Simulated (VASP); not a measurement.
Input:

```xyz
2
Lattice="0.0000 3.4272 3.4272 3.4272 0.0000 3.4272 3.4272 3.4272 0.0000" Properties=species:S:1:pos:R:3 pbc="T T T"
Rb     0.0000     0.0000     0.0000
Br     3.4272     3.4272     3.4272
```

These are r2SCAN meta-GGA, VASP's PBE PAW potentials (set 64) (plane waves; VASP 6.6.1) values and carry that method's errors. Run with 520 eV cut-off, 7×7×7 Γ-centred mesh, Gaussian smearing of 0.050 eV, potentials Rb_sv Br.

**Question.** The job: RbBr (rock salt), 2 atoms, r2SCAN, static run, 520 eV, 7×7×7 Γ-centred mesh. Roughly how much core time does it take on a busy server core?

**Answer.** About 90 core-seconds (one run on a shared machine, a rough figure). It had 20 irreducible k-points, 12 bands, up to 2186 plane waves and 21 electronic steps.

The compound is RbBr in the rock salt structure. This cell is one point of a volume scan, at 0.97 of the reference volume.
